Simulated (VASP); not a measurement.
CdSe (zinc blende): the formation energy from VASP (plane waves, PAW) at several levels of theory. The references are the elements' solids at the same level; no temperature or zero-point terms are added.    Without a dispersion term in the relaxation, distances and binding between the weakly bound layers, chains or molecules are unreliable, and so is what depends on them.

```tsv
level	formation energy (eV/atom)
PBE	-0.625
PBEsol	-0.561
optB88-vdW	-0.592
```

The cell of the PBE run:

```cif
data_CdSe
_chemical_formula_sum 'Cd1 Se1'
_space_group_name_H-M_alt 'P 1'
_space_group_IT_number 1
_cell_length_a 4.37793
_cell_length_b 4.37793
_cell_length_c 4.37793
_cell_angle_alpha 60.000
_cell_angle_beta 60.000
_cell_angle_gamma 60.000
loop_
_space_group_symop_operation_xyz
  'x, y, z'
loop_
_atom_site_label
_atom_site_type_symbol
_atom_site_fract_x
_atom_site_fract_y
_atom_site_fract_z
_atom_site_occupancy
Cd1 Cd 0.00000 0.00000 0.00000 1
Se1 Se 0.25000 0.25000 0.25000 1
```

Only levels that ran to the end are used. Left out are those held back, those with too coarse a band path, GW runs whose mesh misses a band edge, hybrids' fits of cells that aren't cubic and levels without matching references; a question may draw on a part of the rest.
